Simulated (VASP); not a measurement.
Here is the system:

```
CELL_PARAMETERS angstrom
      3.99603     0.00000     0.00000
      0.00000     3.99603     0.00000
      0.00000     0.00000     3.99603
ATOMIC_POSITIONS crystal
  K  0.00000 0.00000 0.00000
  Mg 0.50000 0.50000 0.50000
  F  0.50000 0.00000 0.50000
  F  0.00000 0.50000 0.50000
  F  0.50000 0.50000 0.00000
```

These are optB88-vdW, VASP's PBE PAW potentials (set 64) (plane waves; VASP) values and carry that method's errors. Run with 520 eV cut-off, 6×6×6 Γ-centred mesh, tetrahedra with Blöchl corrections, potentials K_sv Mg F.

**Question.** Estimate the energy per atom (σ→0), band gap (on the k-mesh) with the smallest direct gap where there is one.

**Answer.** 
```yaml
band gap (on the k-mesh): 7.34 eV
smallest direct gap (on the k-mesh): 7.65 eV
energy per atom (σ→0): -3.172 eV/atom
```

Only differences to runs with the same potentials and settings are physical.

The compound is KMgF3 in the cubic perovskite structure. It was relaxed first.
